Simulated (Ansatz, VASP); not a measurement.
## Cross-check of Mo between VASP and Ansatz

Wanted: the spread between two codes on one cell, functional and k mesh. The cell is taken from a series of VASP runs on this material, whose earlier steps may have relaxed, scaled or displaced it; both programs get it as it stands.

Program: Ansatz 0.2.0. Level of theory: plane waves, with VASP 6.6.1 beside it; relaxation of cell and atoms at LDA. Results are calculated unless marked as measured.

**1. The starting structure**

The structure is cubic, space group Im-3m (No. 229). The conventional cell has a = 3.116 Å, b = 3.116 Å, c = 3.116 Å, α = 90.00°, β = 90.00°, γ = 90.00°. Mo has 8 Mo at 2.70 Å nearest.

Coordinates:

```cif
data_structure
_symmetry_space_group_name_H-M 'P 1'
_symmetry_Int_Tables_number 1
_cell_length_a 2.6985
_cell_length_b 2.6985
_cell_length_c 2.6985
_cell_angle_alpha 109.471
_cell_angle_beta 109.471
_cell_angle_gamma 109.471
_cell_volume 15.13
loop_
_atom_site_label
_atom_site_type_symbol
_atom_site_fract_x
_atom_site_fract_y
_atom_site_fract_z
_atom_site_occupancy
Mo1 Mo 0.00000 0.00000 0.00000 1
```

**2. Ansatz: relaxation of cell and atoms, LDA**

Ansatz runs on its default PAW (the set named soft_2) files.

The relaxed volume is the usual yardstick between codes: its relative difference is about their pressure difference at one cell divided by the bulk modulus.

Contents of input.yaml:

```yaml
crystal:
  lattice:
    - [-1.5580037747, 1.5580037747, 1.5580037747]
    - [1.5580037747, -1.5580037747, 1.5580037747]
    - [1.5580037747, 1.5580037747, -1.5580037747]
  atoms:
    - { symbol: Mo, position: [0.0, 0.0, 0.0] }
hamiltonian:
  xc: lda
  pseudopotentials: { kind: paw }
kpoints:
  mp_grid: { grid: [20, 20, 20] }
scf:
  occupations: { method: methfessel_paxton, width: 0.15 }
relax:
  f_tol: 0.01
  max_steps: 60
  cell: { stress_tol: 0.05 }
output:
  forces: true
  stress: true
  write_density: true
  write_potential: true
  elf: true
  volumetric_format: npy
```

Run with:

```bash
$ ansatz run input.yaml --threads 4 --pin off --max-ram 9216MiB --backend cpu --events-out ev --progress --plain --runs-dir out
```

Numbers of over 12 decimals in the logs are rounded to 6 here.

Output:

```text
Engine: ansatz 0.2.0, aarch64-unknown-linux-gnu
Pseudopotentials: kind: paw
Pseudopotential: Mo, paw, valence charge 14, recommended cutoff 420 eV (normal), Mo.paw.azcp
Functional definition: SPW92
  exchange = slater_x
  correlation = pw_c
Crystal: 1 atoms, lattice volume = 15.127 Å³
Basis set: ecut = 420 eV, 321 PW (Γ)
Bands: 11, of which v1, the nominal top of the filled ones, is band 7 counted from 1 (6 counted from 0)
Symmetry: 48 space group operations
Space group: Im-3m (ITA 229), of the structure as read, at distance tolerance 2.5e-5 Å
k-points: 256 of 8000
Non-local potential: Mo, projectors of the file, l = 0: 3, l = 1: 2, l = 2: 2, l = 3: 1
PAW form: soft (Blöchl's): semilocal exchange-correlation on the pseudo side does not see the compensation charge
PAW frozen core: Mo, regenerated for the run's functional, and the local potential with it (the file was generated under x = pbe(κ = 0.804, μ = 0.219515), c = pbe(β = 0.066725))
PAW one-centre angular grid: Mo, 590 points (default); XC on 64 Gauss nodes
Initial density: superposition of atomic densities (neutral atoms: chi_scale 0, normalization atom), corrected by the library's trained network
Initial wavefunctions: pseudopotential atomic-orbital guess
Functional: x = slater, c = lda
SCF iter   1: F=—  HF=-4842.861482 eV  |F-HF|=—  |Δ(HF+E_count)|=         —  Δρ=7.44e-3  dr2=2.01e-3  ethr=1.77e-3  ⟨swp⟩=5.0  Hψ=16005  notcnv=0
preconditioner: auto → none  [metal: Δε(μ)=0.037 eV  Ē_g=8.606 eV  σ=0.150 eV  W_gap=0.21  n_scr=0 (ndim 8)  ℏωp=23.4 eV  f_vac=0.000  D(μ)=0.68/eV (n_scr^D=0)]
SCF iter   2: F=—  HF=-4842.861039 eV  |F-HF|=—  |Δ(HF+E_count)|=   4.43e-4  S|Δr|=    0.00e0  Δρ=3.62e-3  dr2=4.18e-4  ethr=1.43e-5  ⟨swp⟩=1.8  Hψ=5360  notcnv=0
SCF iter   3: F=—  HF=-4842.860975 eV  |F-HF|=—  |Δ(HF+E_count)|=   6.38e-5  S|Δr|=    0.00e0  Δρ=5.88e-4  dr2=3.71e-5  ethr=2.98e-6  ⟨swp⟩=3.0  Hψ=4592  notcnv=0
SCF iter   4: F=—  HF=-4842.860961 eV  |F-HF|=—  |Δ(HF+E_count)|=   1.41e-5  S|Δr|=    0.00e0  Δρ=1.04e-4  dr2=6.22e-7  ethr=2.65e-7  ⟨swp⟩=2.6  Hψ=4330  notcnv=0
SCF iter   5: F=—  HF=-4842.860961 eV  |F-HF|=—  |Δ(HF+E_count)|=   5.08e-8  S|Δr|=    0.00e0  Δρ=5.14e-5  dr2=1.71e-7  ethr=7.14e-10  ⟨swp⟩=7.8  Hψ=15212  notcnv=0
SCF iter   6: F=-4842.860961 eV  HF=-4842.860961 eV  |F-HF|=1.24e-8  |Δ(HF+E_count)|=   7.28e-8  S|Δr|=    0.00e0  Δρ=1.61e-5  dr2=1.53e-8  ethr=7.14e-10  ⟨swp⟩=6.9  Hψ=13602  notcnv=0
SCF 1 converged in 6 iterations: F = -4842.860961 eV  dr2 = 1.53e-8
  greatest PAW one-centre occupation: 0.999 electrons in one spin orbital (limit 2), on the Mo atom at site 0 (counted from 0), in its partial waves of l = 0
relax step   1: F+E_penalty+E_count = -4842.86096087 eV  Δ(F+E_penalty+E_count) = +0.000e0 eV  max|allowed force component| = 0.000e0 eV/Å  Δτ_max = 0.0000 Å  P = -1.161 GPa  Ω = 15.127 Å³  (6 SCF iters, dr2 threshold 1.00e-7 eV, accepted)
[...]
relax step   2: F+E_penalty+E_count = -4842.86046451 eV  Δ(F+E_penalty+E_count) = +4.964e-4 eV  max|allowed force component| = 0.000e0 eV/Å  Δτ_max = 0.0000 Å  P = +2.155 GPa  Ω = 14.958 Å³  energy of the carried Pulay correction = +1.325e-5 eV  (4 SCF iters, dr2 threshold 1.00e-7 eV, rejected (line search))
[...]
relax step   3: F+E_penalty+E_count = -4842.86118500 eV  Δ(F+E_penalty+E_count) = -2.241e-4 eV  max|allowed force component| = 0.000e0 eV/Å  Δτ_max = 0.0000 Å  P = -0.012 GPa  Ω = 15.068 Å³  energy of the carried Pulay correction = +4.658e-6 eV  (6 SCF iters, accepted)
[...]
relax step   4: F+E_penalty+E_count = -4842.86118060 eV  Δ(F+E_penalty+E_count) = +4.391e-6 eV  max|allowed force component| = 0.000e0 eV/Å  Δτ_max = 0.0000 Å  P = -0.013 GPa  Ω = 15.068 Å³  stress off target by 1.27e-2 GPa  SCF on the basis re-selected at this cell (its energy is not comparable with the rows above)  (3 SCF iters)
basis re-selected at this cell: Δ(F+E_penalty+E_count) = +4.391e-6 eV, ΔP = -0.000 GPa vs the last step (what re-selecting the basis moved, of the pressure what is left beyond the Pulay correction that the steps carried, after the strain that the cell walked since its last selection, with what the two solves' SCF thresholds leave and, on support functions, any second-order correction that the steps lacked; it is no measure of the basis error at this ecutwfc). This SCF's stress stands 1.27e-2 GPa from its target on what of the cell is left free (relax.cell.stress_tol is 5.00e-2 GPa) and its largest allowed force component is 0.00e0 eV/Å (relax.f_tol is 1.00e-2 eV/Å): [rest of the remark cut]
SCF converged after 3 iterations
Stability not checked: this state was not tested for a lower state beside it, because cold or Methfessel-Paxton smearing, or corrected tetrahedra, fill the levels in a way that the test cannot read (fill_not_monotonic; see scf.lower_state_search)
Free energy (F): -4842.861181 eV
Harris-Foulkes:  -4842.861181 eV  (|F-HF|=0.00e0)
Internal energy: -4842.860649 eV  (E = F + TS)
E sigma→0 (E₀):  -4842.861048 eV
Entropy (-TS):   -0.000531 eV (-0.531 meV/atom)
Fermi energy:    21.758924 eV
--- Per-component energies (eV) ---
  E_band       = -45.898490
  E_kinetic    = 442.840034
  E_local      = -762.806077  (includes V_loc(G=0)·N_el)
  E_nonlocal   = 147.850945
  E_hartree    = 251.641234
  E_xc         = -183.041435
  E_vxc        = -229.471993  (∫ρ·V_xc dr)
  E_paw        = -3089.519596  (= ΣΔE_a)
  E_vpaw       = -147.593942  (= ΣTr[D̂ρ^β])
  E_aug_tail   = 0.000032  (compensation charges beyond the density's cutoff)
  E_ewald      = -1650.298603
  E_core_change = 0.472816  (= ΣΔE_core)
  E_smearing   = -0.000531  (= −TS)
  E_closure    = -0.000000  (closes the sum)
  Σ components = -4842.861181   (vs F -4842.861181, Δ=0.00e0)
--- Forces (eV/Å), atoms counted from 1 ---
  atom   1  Mo    -0.00000000    -0.00000000    -0.00000000
  max |Σ_I F_I| component: 6.78e-32 eV/Å
--- Stress (GPa, compression-positive) ---
       -0.012659      -0.000000       0.000000
        0.000000      -0.012659      -0.000000
       -0.000000      -0.000000      -0.012659
  P = ⅓ Tr σ = -0.0127 GPa (-0.127 kbar)
--- Band table (eV; the first three rows and the last of 256) ---
  k-point 0: bands = [... 3 lower, -12.6407, 14.3706, 20.2879, 20.2879, 20.2879, 23.4243, 23.4243, 36.4997]
  k-point 1: bands = [... 3 lower, -12.6411, 14.4870, 20.2212, 20.2779, 20.3977, 23.3224, 23.4257, 36.5898]
  k-point 2: bands = [... 3 lower, -12.6421, 14.8217, 20.0336, 20.2353, 20.7234, 23.0852, 23.4338, 36.8204]
  k-point 255: bands = [... 3 lower, -13.7255, 15.9927, 15.9927, 25.9496, 25.9496, 25.9496, 31.0483, 31.0483]
--- Relaxed structure (3 steps of the walk, 2 accepted, 1 SCFs on fresh bases) ---
  F+E_penalty+E_count = -4842.86118060 eV   max|allowed force component| = 0.000e0 eV/Å   (the final SCF, on the basis selected at the relaxed cell)
  cell:  # Å, volume = 15.0677 Å³
    - [-1.555949, 1.555949, 1.555949]
    - [1.555949, -1.555949, 1.555949]
    - [1.555949, 1.555949, -1.555949]
  atoms:
    - { symbol: Mo, position: [0.0, 0.0, 0.0] }
```

Wall time 2.7 s (4 threads of Arm Neoverse V1, shared host); peak memory 0.36 GiB.

**3. VASP: relaxation of cell and atoms, LDA**

The same cell, functional (in two slightly different forms), mesh and smearing now go to VASP, with its own data sets and cutoff.

Lines of VASP's logs that name or quote its potential files are left out, and so is its time.

Contents of INCAR:

```
SYSTEM = Mo
PREC = Accurate
ENCUT = 450
EDIFF = 1E-06
NELM = 100
ISMEAR = 1
SIGMA = 0.15
LREAL = .FALSE.
ALGO = Normal
GGA = CA
NBANDS = 13
LASPH = .TRUE.
LORBIT = 11
LWAVE = .FALSE.
LCHARG = .FALSE.
KPAR = 8
IBRION = 2
NSW = 50
ISIF = 3
EDIFFG = -0.006
```

Contents of POSCAR:

```
Mo
1.0
   -1.5580037747      1.5580037747      1.5580037747
    1.5580037747     -1.5580037747      1.5580037747
    1.5580037747      1.5580037747     -1.5580037747
Mo
1
Direct
    0.0000000000      0.0000000000      0.0000000000
```

Contents of KPOINTS:

```
Automatic mesh
0
Gamma
20 20 20
0 0 0
```

PAW data sets: Mo_sv (LDA family, release 64).

Run with:

```bash
$ mpirun -np 8 vasp_std
```

Output:

```text
[banner, memory and clock lines left out]
running    8 mpi-ranks, on    1 nodes
 distrk:  each k-point on    1 cores,    8 groups
 distr:  one band on    1 cores,    1 groups

 POSCAR found type information on POSCAR Mo
 POSCAR found :  1 types and       1 ions
|                                                                             |
|           W    W    AA    RRRRR   N    N  II  N    N   GGGG   !!!           |
|           W    W   A  A   R    R  NN   N  II  NN   N  G    G  !!!           |
|           W    W  A    A  R    R  N N  N  II  N N  N  G       !!!           |
|           W WW W  AAAAAA  RRRRR   N  N N  II  N  N N  G  GGG   !            |
|           WW  WW  A    A  R   R   N   NN  II  N   NN  G    G                |
|           W    W  A    A  R    R  N    N  II  N    N   GGGG   !!!           |
|                                                                             |
|     For optimal performance we recommend to set                             |
|       NCORE = 2 up to number-of-cores-per-socket                            |
|     NCORE specifies how many cores store one orbital (NPAR=cpu/NCORE).      |
|     This setting can greatly improve the performance of VASP for DFT.       |
|     The default, NCORE=1 might be grossly inefficient on modern             |
|     multi-core architectures or massively parallel machines. Do your        |
|     Unfortunately you need to use the default for GW and RPA                |
|     calculations (for HF NCORE is supported but not extensively tested      |
|     yet).                                                                   |
|                                                                             |

 LDA part: xc-table for (Slater(with rela. corr.)+CA(PZ))
 , standard interpolation
 POSCAR, INCAR and KPOINTS ok, starting setup
 FFT: planning ... GRIDC
 FFT: planning ... GRID_SOFT
 FFT: planning ... GRID
 WAVECAR not read
 entering main loop
       N       E                     dE             d eps       ncg     rms          rms(c)
DAV:   1     0.847984488187E+02    0.84798E+02   -0.72771E+03  6741   0.100E+03
DAV:   2    -0.118090212468E+02   -0.96607E+02   -0.93002E+02  7406   0.299E+02
DAV:   3    -0.128478892654E+02   -0.10389E+01   -0.10365E+01  7476   0.321E+01
DAV:   4    -0.128504081997E+02   -0.25189E-02   -0.25189E-02  7431   0.186E+00
DAV:   5    -0.128504243270E+02   -0.16127E-04   -0.16127E-04  7586   0.134E-01    0.167E+01
DAV:   6    -0.122311265250E+02    0.61930E+00   -0.71832E-01  6876   0.108E+01    0.437E+00
DAV:   7    -0.121384459342E+02    0.92681E-01   -0.13391E-01  7311   0.432E+00    0.930E-01
DAV:   8    -0.121316571133E+02    0.67888E-02   -0.47133E-03  6866   0.870E-01    0.208E-01
DAV:   9    -0.121316175435E+02    0.39570E-04   -0.14012E-04  7827   0.144E-01    0.714E-02
DAV:  10    -0.121316282918E+02   -0.10748E-04   -0.78965E-06  7006   0.325E-02    0.223E-03
DAV:  11    -0.121316283289E+02   -0.37076E-07   -0.46377E-08  3743   0.240E-03
   1 F= -.12131628E+02 E0= -.12131457E+02  d E =-.121316E+02
 curvature:   0.00 expect dE= 0.000E+00 dE for cont linesearch  0.000E+00
 trial: gam= 0.00000 g(F)=  0.806E-62 g(S)=  0.127E-04 ort = 0.000E+00 (trialstep = 0.100E+01)
 search vector abs. value=  0.127E-04
 bond charge predicted
       N       E                     dE             d eps       ncg     rms          rms(c)
DAV:   1    -0.121319450151E+02   -0.31672E-03   -0.69064E-03  6746   0.113E+00    0.224E-01
DAV:   2    -0.121316313385E+02    0.31368E-03   -0.49349E-04  6686   0.296E-01    0.330E-02
DAV:   3    -0.121316110754E+02    0.20263E-04   -0.68767E-05  6991   0.105E-01    0.347E-02
DAV:   4    -0.121316144072E+02   -0.33317E-05   -0.18141E-06  6467   0.136E-02    0.124E-03
DAV:   5    -0.121316144083E+02   -0.11335E-08   -0.10798E-07  3403   0.431E-03
   2 F= -.12131614E+02 E0= -.12131443E+02  d E =0.139206E-04
 trial-energy change:    0.000014  1 .order    0.000013   -0.000013    0.000039
 step:   0.2454(harm=  0.2454)  dis= 0.00000  next Energy=   -12.131630 (dE=-0.155E-05)
 bond charge predicted
       N       E                     dE             d eps       ncg     rms          rms(c)
DAV:   1    -0.121318180383E+02   -0.20363E-03   -0.39392E-03  6761   0.856E-01    0.168E-01
DAV:   2    -0.121316392274E+02    0.17881E-03   -0.28261E-04  6696   0.224E-01    0.250E-02
DAV:   3    -0.121316277627E+02    0.11465E-04   -0.39073E-05  6951   0.794E-02    0.259E-02
DAV:   4    -0.121316296136E+02   -0.18509E-05   -0.10267E-06  5512   0.103E-02    0.889E-04
DAV:   5    -0.121316296079E+02    0.56655E-08   -0.75159E-08  3343   0.358E-03
   3 F= -.12131630E+02 E0= -.12131458E+02  d E =-.127908E-05
 curvature:  -0.12 expect dE=-0.171E-07 dE for cont linesearch -0.171E-07
 trial: gam= 0.00000 g(F)=  0.629E-61 g(S)=  0.139E-06 ort =-0.133E-05 (trialstep = 0.849E+00)
 search vector abs. value=  0.139E-06
 reached required accuracy - stopping structural energy minimisation
```

From OUTCAR (step 3):

```text
ion  position               nearest neighbor table
   1  0.000  0.000  0.000-

  LATTYP: Found a body centered cubic cell.
 ALAT       =     3.1160075494

 Subroutine GETGRP returns: Found 48 space group operations
 (whereof 48 operations were pure point group operations)

The static configuration has the point symmetry O_h .

 Found    256 irreducible k-points:

   k-points           NKPTS =    256   k-points in BZ     NKDIM =    256   number of bands    NBANDS=     13

   dimension x,y,z NGX =    20 NGY =   20 NGZ =   20
   dimension x,y,z NGXF=    40 NGYF=   40 NGZF=   40

   ENCUT  =  450.0 eV  33.07 Ry    5.75 a.u.   4.67  4.67  4.67*2*pi/ulx,y,z

   NELECT =      14.0000    total number of electrons

 k-points in reciprocal lattice and weights: Automatic mesh
   0.00000000  0.00000000  0.00000000       0.000
   0.05000000  0.00000000  0.00000000       0.002
   0.10000000  0.00000000  0.00000000       0.002
   0.15000000  0.00000000  0.00000000       0.002
   0.20000000  0.00000000  0.00000000       0.002
   0.25000000  0.00000000  0.00000000       0.002
   0.30000000  0.00000000  0.00000000       0.002
   0.35000000  0.00000000  0.00000000       0.002
   0.40000000  0.00000000  0.00000000       0.002
[...]
0.50000000  0.50000000  0.45000000       0.002
   0.50000000  0.50000000  0.50000000       0.000

 average (electrostatic) potential at core
       1 -68.7081

 E-fermi :  13.0348

 k-point     1 :       0.0000    0.0000    0.0000
  band No.  band energies     occupation
    ...
      4     -21.2950      2.00000
      5       5.6776      2.00000
      6      11.5680      2.00000
      7      11.5680      2.00000
      8      11.5680      2.00000
      9      14.6945     -0.00000
     10      14.6946     -0.00000
     11      27.8822      0.00000
     12      27.8822      0.00000
     13      27.8822      0.00000

 k-point     2 :       0.0500    0.0000    0.0000
  band No.  band energies     occupation
    ...
      4     -21.2954      2.00000
      5       5.7937      2.00000
      6      11.5015      2.00000
      7      11.5580      2.00000
      8      11.6773      2.00000
      9      14.5928     -0.00000
     10      14.6958     -0.00000
     11      27.9730      0.00000
     12      28.0776      0.00000
     13      28.1258      0.00000

 k-point     3 :       0.1000    0.0000    0.0000
  band No.  band energies     occupation
    ...
      4     -21.2964      2.00000
      5       6.1275      2.00000
      6      11.3140      2.00000
      7      11.5150      2.00000
      8      12.0016      2.00000
      9      14.3559     -0.00000
     10      14.7034     -0.00000
     11      28.2046      0.00000
     12      28.6499      0.00000
     13      28.7610      0.00000

  Total        0.0009809      0.0009809      0.0009809      0.0000000      0.0000000      0.0000000
  in kB        0.1039192      0.1039192      0.1039192      0.0000000      0.0000000      0.0000000
  external PRESSURE =       0.1039192 kB  Pullay stress =       0.0000000 kB

  energy-cutoff  :      450.00
  volume of cell :       15.12
      direct lattice vectors                 reciprocal lattice vectors
    -1.557831319  1.557831319  1.557831319     0.000000000  0.320959011  0.320959011
     1.557831319 -1.557831319  1.557831319     0.320959011  0.000000000  0.320959011
     1.557831319  1.557831319 -1.557831319     0.320959011  0.320959011  0.000000000

 POSITION                                       TOTAL-FORCE (eV/Angst)
 -----------------------------------------------------------------------------------
      0.00000      0.00000      0.00000        -0.000000      0.000000     -0.000000
 -----------------------------------------------------------------------------------
    total drift:                                0.000000     -0.000000      0.000000

  FREE ENERGIE OF THE ION-ELECTRON SYSTEM (eV)
  ---------------------------------------------------
  free  energy   TOTEN  =       -12.1316296079 eV

  energy  without entropy=      -12.1311160815  energy(sigma->0) =      -12.13145843

 reached required accuracy - stopping structural energy minimisation

 total charge
# of ion       s       p       d       tot
------------------------------------------
    1        2.398   6.218   3.982  12.598

[... 3 further parts left out ...]
```

**4. Comparison**

Known differences besides the potentials themselves: the two LDA forms differ slightly; both relaxations stop at a tolerance, which leaves soft axes loose, and VASP keeps its plane-wave basis; the cutoff is 420 eV in Ansatz and 450 eV in VASP; VASP's log shows a relativistic correction to its local exchange, Ansatz's none; Ansatz adds a Pulay correction to the stress that steers its cell, VASP none. Total energies have different zeros and are not compared.

The two programs side by side:

```csv
quantity,Ansatz,VASP,difference
volume (Å³),15.07,15.12,-0.36 %
"edge a after relaxation, in the typed setting (Å)",2.695,2.698,-0.12 %
```

The walks stopped with -0.01 GPa left in Ansatz and 0.01 GPa in VASP; each walk ends within a tolerance, so the volume difference is uncertain by about these residues over the bulk modulus, most in soft cells.

**5. What came out**

| Item | Value |
| --- | --- |
| difference in volume (relaxation of cell and atoms, LDA) | -0.36 % |

**Reading.** The difference in volume is -0.36 % (relaxation of cell and atoms, LDA), within the 1.2 % picked in this series as the mark of a large difference, as far as the stopping tolerances let one tell. Such differences can come from data sets, numerical settings and the points named under the comparisons, not from the functional's error against experiment.

[Lines on the potential files, build, host, timing and source positions are cut from VASP's logs without a mark.]

[Logs are printed without paths, hosts, clocks, repeated set-up lines and the standing remarks that a program may print on its own settings, such as how far it seeks lower states.]

[Hosts, paths, dates, database ids (printed as entryN), source tags and the programs' standing remarks are cut or masked in the printed files.]
